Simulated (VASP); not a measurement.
Given:

```yaml
crystal:
  lattice:
    - [4.39123, 0.00000, 0.00000]
    - [-2.19562, 3.80292, 0.00000]
    - [0.00000, 0.00000, 7.18014]
  atoms:
    - { symbol: Cd, position: [0.66667, 0.33333, 0.48375] }
    - { symbol: Cd, position: [0.00000, 0.00000, 0.01496] }
    - { symbol: Te, position: [0.00000, 0.00000, 0.62804] }
    - { symbol: Se, position: [0.66667, 0.33333, 0.12126] }
```

All values below come from LDA (Ceperley-Alder, Perdew-Zunger), VASP's LDA PAW potentials (set 64) (plane waves; VASP). Settings: 400 eV cut-off, 7×7×4 Γ-centred mesh, tetrahedra with Blöchl corrections, potentials Cd Te Se.

Estimate the energy per atom (σ→0).

The energy per atom (σ→0) is -3.180 eV/atom.

The structure comes from a computed database's Cd2TeSe entry (P3m1); how it stands against other phases isn't given here. It was relaxed first, which changed the volume by -7 %.
